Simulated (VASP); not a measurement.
OSZICAR of a VASP run on Tc$_{3}$N (space group P-6m2):

OSZICAR:
```
       N       E                     dE             d eps       ncg     rms          rms(c)
DAV:   1     0.506920116102E+03    0.50692E+03   -0.23608E+04  3752   0.146E+03
DAV:   2    -0.217285592008E+02   -0.52865E+03   -0.52055E+03  3920   0.470E+02
DAV:   3    -0.472151120157E+02   -0.25487E+02   -0.24985E+02  5146   0.107E+02
DAV:   4    -0.476427005576E+02   -0.42759E+00   -0.42198E+00  4454   0.132E+01
DAV:   5    -0.476504044410E+02   -0.77039E-02   -0.76829E-02  4812   0.155E+00    0.361E+01
DAV:   6    -0.447612478926E+02    0.28892E+01   -0.33922E+01  4654   0.452E+01    0.128E+01
DAV:   7    -0.463846128987E+02   -0.16234E+01   -0.41852E+01  4822   0.348E+01    0.157E+01
DAV:   8    -0.433942191212E+02    0.29904E+01   -0.21522E+01  5128   0.234E+01    0.533E+00
DAV:   9    -0.433442308157E+02    0.49988E-01   -0.10517E+00  4656   0.599E+00    0.135E+00
DAV:  10    -0.433431814687E+02    0.10493E-02   -0.75766E-02  4996   0.154E+00    0.525E-01
DAV:  11    -0.433414360832E+02    0.17454E-02   -0.12224E-02  5108   0.713E-01    0.143E-01
DAV:  12    -0.433413412083E+02    0.94875E-04   -0.11049E-03  4558   0.216E-01    0.463E-02
DAV:  13    -0.433413435712E+02   -0.23629E-05   -0.21153E-04  4908   0.101E-01    0.237E-02
DAV:  14    -0.433413339222E+02    0.96491E-05   -0.47597E-05  4182   0.346E-02    0.390E-03
DAV:  15    -0.433413337437E+02    0.17849E-06   -0.24355E-06  3326   0.116E-02
   1 F= -.43341334E+02 E0= -.43339807E+02  d E =-.305347E-02
```

Problem. Which electronic solver shows in the log?

Solution. It is blocked Davidson (ALGO = Normal, or the opening steps of other solvers). The INCAR had ALGO = Normal.

Problem. Can the final energy be trusted as converged?

Solution. Self-consistency was reached. It stopped with EDIFF = 1E-6, NELM = 100 (PBEsol GGA, plane waves, VASP's PBE PAW potentials (set 64)).

The structure comes from a computed database's Tc3N entry (P-6m2); how it stands against other phases isn't given here. The cell was not relaxed at this level. VASP warned that the highest band is occupied, so more bands are needed.
